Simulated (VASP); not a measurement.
Level of theory: PW91 GGA, VASP's PBE PAW potentials (set 64) (plane waves; VASP).

Input for VASP

**INCAR**
```
SYSTEM  =  Mo
PREC  =  Accurate; ENCUT  =  520; LREAL  =  .False.
LASPH  =  .True.
EDIFF  =  1E-7; NELM  =  100; ALGO  =  Normal
LMAXMIX  =  4
ISMEAR  =  1; SIGMA  =  0.1
GGA  =  91
ISIF  =  2
LWAVE  =  .False.; LCHARG  =  .False.
```

KPOINTS:
```
Automatic mesh
0
Gamma
16 16 16
0 0 0
```

File POSCAR:
```
Mo
1.0
 -1.5515519490   1.5515519490   1.5515519490
  1.5515519490  -1.5515519490   1.5515519490
  1.5515519490   1.5515519490  -1.5515519490
Mo
1
direct
  0.0000000000   0.0000000000   0.0000000000
```

POTCAR, in this order: Mo_sv (PBE.64 set). Program: vasp_std.

The run wrote:

**OSZICAR**
```
       N       E                     dE             d eps       ncg     rms          rms(c)
DAV:   1     0.919376212983E+02    0.91938E+02   -0.83672E+03  3222   0.132E+03
DAV:   2    -0.100823388673E+02   -0.10202E+03   -0.98531E+02  3492   0.345E+02
DAV:   3    -0.114665340358E+02   -0.13842E+01   -0.13684E+01  3648   0.398E+01
DAV:   4    -0.114705028931E+02   -0.39689E-02   -0.39684E-02  3533   0.241E+00
DAV:   5    -0.114705215305E+02   -0.18637E-04   -0.18637E-04  3685   0.168E-01    0.164E+01
DAV:   6    -0.109274617572E+02    0.54306E+00   -0.94362E-01  3418   0.119E+01    0.481E+00
DAV:   7    -0.108508244013E+02    0.76637E-01   -0.19776E-01  3705   0.512E+00    0.832E-01
DAV:   8    -0.108469413428E+02    0.38831E-02   -0.36841E-03  3280   0.853E-01    0.192E-01
DAV:   9    -0.108469947736E+02   -0.53431E-04   -0.79572E-05  3853   0.122E-01    0.869E-02
DAV:  10    -0.108470031774E+02   -0.84038E-05   -0.98929E-06  3364   0.413E-02    0.627E-03
DAV:  11    -0.108470034625E+02   -0.28509E-06   -0.59190E-08  2646   0.293E-03    0.200E-03
DAV:  12    -0.108470033526E+02    0.10991E-06   -0.95485E-09  1862   0.145E-03    0.151E-04
DAV:  13    -0.108470033592E+02   -0.65841E-08   -0.10218E-09  1754   0.455E-04
   1 F= -.10847003E+02 E0= -.10847047E+02  d E =0.130477E-03
```

**OUTCAR**
```
------------------------ aborting loop because EDIFF is reached ----------------------------------------
  FORCE on cell =-STRESS in cart. coord.  units (eV):
  Direction    XX          YY          ZZ          XY          YZ          ZX
  --------------------------------------------------------------------------------------
  Total        1.6417962      1.6417962      1.6417962     -0.0000000      0.0000000      0.0000000
  in kB      176.0641202    176.0641202    176.0641202     -0.0000000      0.0000000      0.0000000
  external PRESSURE =     176.0641202 kB  Pullay stress =       0.0000000 kB
  volume of cell :       14.94
      direct lattice vectors                 reciprocal lattice vectors
    -1.551551949  1.551551949  1.551551949     0.000000000  0.322257982  0.322257982
     1.551551949 -1.551551949  1.551551949     0.322257982  0.000000000  0.322257982
     1.551551949  1.551551949 -1.551551949     0.322257982  0.322257982  0.000000000
 POSITION                                       TOTAL-FORCE (eV/Angst)
 -----------------------------------------------------------------------------------
      0.00000      0.00000      0.00000        -0.000000     -0.000000     -0.000000
 -----------------------------------------------------------------------------------
    total drift:                                0.000000     -0.000000      0.000000
  FREE ENERGIE OF THE ION-ELECTRON SYSTEM (eV)
  ---------------------------------------------------
  free  energy   TOTEN  =       -10.8470033592 eV

  energy  without entropy=      -10.8471338359  energy(sigma->0) =      -10.84704685
```
(Selected blocks of OUTCAR.)

The compound is Mo in the bcc structure. This cell is one point of a volume scan, at 0.94 of the reference volume.
